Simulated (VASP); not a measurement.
Set up this calculation in VASP 6.6.1, as the native input.

| Item | Value |
| --- | --- |
| Task | single point |
| Functional | r2SCAN |
| Potentials or basis | VASP PAW PBE potentials, release 64 (In_d, Pd) |
| Cutoff | 520 eV |
| k mesh | 6 × 6 × 6 |
| Occupations | fermi-dirac, width 0.1 eV |
| Spin | no spin polarisation |
| Dipole correction | no |
| Further INCAR settings | ALGO = Normal; EDIFF = 1e-06; NBANDS = 25 |

Crystal: In2Pd.

```
In Pd
1.0
     0.00000    3.34868    0.00000
     3.34868    0.00000    0.00000
     1.67434    1.67434   -6.01439
In Pd
2 1
Direct
  0.34000 0.34000 0.32000
  0.66000 0.66000 0.68000
  0.00000 0.00000 0.00000
```

The cell was built by a generator and needn't be a form met in nature.

The input as run:

POSCAR

```
In2Pd
1.0
    0.0000000000      3.3486790000      0.0000000000
    3.3486790000      0.0000000000      0.0000000000
    1.6743390000      1.6743390000     -6.0143860000
In Pd
2 1
Direct
    0.3400000000      0.3400000000      0.3200000000
    0.6600000000      0.6600000000      0.6800000000
    0.0000000000      0.0000000000      0.0000000000
```

INCAR.step1

```
  ALGO = Normal
  EDIFF = 1E-4
  ENCUT = 520
  GGA = PE
  ISMEAR = -1
  LASPH = True
  LCHARG = False
  LREAL = False
  LWAVE = True
  NBANDS = 25
  NELM = 100
  PREC = Accurate
  SIGMA = 0.1
```

INCAR.step2

```
  ALGO = Normal
  EDIFF = 1E-6
  ENCUT = 520
  ISIF = 2
  ISMEAR = -1
  ISTART = 1
  LASPH = True
  LCHARG = False
  LMIXTAU = True
  LREAL = False
  LWAVE = False
  METAGGA = R2SCAN
  NBANDS = 25
  NELM = 100
  PREC = Accurate
  SIGMA = 0.1
```

KPOINTS

```
k-points
0
Gamma
  6 6 6
```

Potentials or basis: VASP PAW PBE potentials, release 64 (In_d, Pd).

Command:

```bash
$ cat potpaw_PBE.64/In_d/POTCAR potpaw_PBE.64/Pd/POTCAR > POTCAR
$ cp INCAR.step1 INCAR
$ mpirun -np 1 vasp_std > vasp.out
$ cp INCAR.step2 INCAR
$ mpirun -np 1 vasp_std > vasp.out
```

It gave:

```yaml
Pressure: -7.2 GPa
Largest_force: 1.038 eV/Å
Band_gap_on_the_k_mesh: none (metal or under the smearing width)
```

Caveat: the PAW data sets were made with another functional, which shifts forces and pressure a little.

Run time: 3.4 min on 1 thread of Intel(R) Xeon(R) Platinum 8375C CPU @ 2.90GHz (Ice Lake), on a shared host, peak memory 0.22 GiB.
